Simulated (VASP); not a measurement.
Given:

```
CELL_PARAMETERS angstrom
      4.05326     0.00000     0.00000
     -2.02663     3.51023     0.00000
      0.00000     0.00000     3.79938
ATOMIC_POSITIONS crystal
  Tm 0.00000 0.00000 0.00000
  P  0.66667 0.33333 0.50000
  Pt 0.33333 0.66667 0.50000
```

The numbers are results of PBEsol GGA with spin-orbit coupling, VASP's PBE PAW potentials (set 64) (plane waves; VASP), not measurements. Settings: 400 eV cut-off, 8×8×7 Γ-centred mesh, Gaussian smearing of 0.050 eV, potentials Tm_3 P Pt.

The 4f electrons are frozen in the core of the lanthanide potential, so 4f levels, which can set the real gap, and their magnetism are missing.

Task: Give the energies of bands 18 to 31 at the high-symmetry points, in eV from the Fermi level.

Result: 
| band | Γ | M | K | A | L | H |
|---|---|---|---|---|---|---|
| 18 | -3.23 | -3.92 | -4.06 | -3.83 | -3.68 | -3.38 |
| 19 | -1.47 | -3.64 | -3.72 | -2.24 | -2.73 | -3.23 |
| 20 | -1.47 | -3.64 | -3.44 | -2.24 | -2.73 | -2.57 |
| 21 | -0.40 | -1.56 | -2.65 | 1.19 | -2.28 | -2.54 |
| 22 | -0.40 | -1.56 | -2.15 | 1.19 | -2.28 | -2.32 |
| 23 | 0.10 | -0.20 | 0.68 | 1.95 | -1.43 | -1.33 |
| 24 | 0.10 | -0.20 | 0.95 | 1.95 | -1.43 | -1.17 |
| 25 | 0.12 | 0.93 | 1.28 | 2.33 | -0.56 | -0.34 |
| 26 | 0.12 | 0.93 | 1.35 | 2.33 | -0.56 | -0.19 |
| 27 | 2.72 | 3.67 | 2.50 | 2.71 | 3.82 | 4.32 |
| 28 | 2.72 | 3.67 | 2.63 | 2.71 | 3.82 | 4.37 |
| 29 | 3.47 | 3.98 | 2.63 | 3.15 | 4.22 | 4.53 |
| 30 | 3.47 | 3.98 | 2.83 | 3.15 | 4.22 | 4.54 |
| 31 | 3.62 | 4.13 | 2.87 | 3.16 | 5.02 | 5.16 |

It has no gap at this level: it comes out as a metal or semimetal.

The structure comes from a computed database's TmPPt entry (P-6m2); how it stands against other phases isn't given here. It was relaxed first.
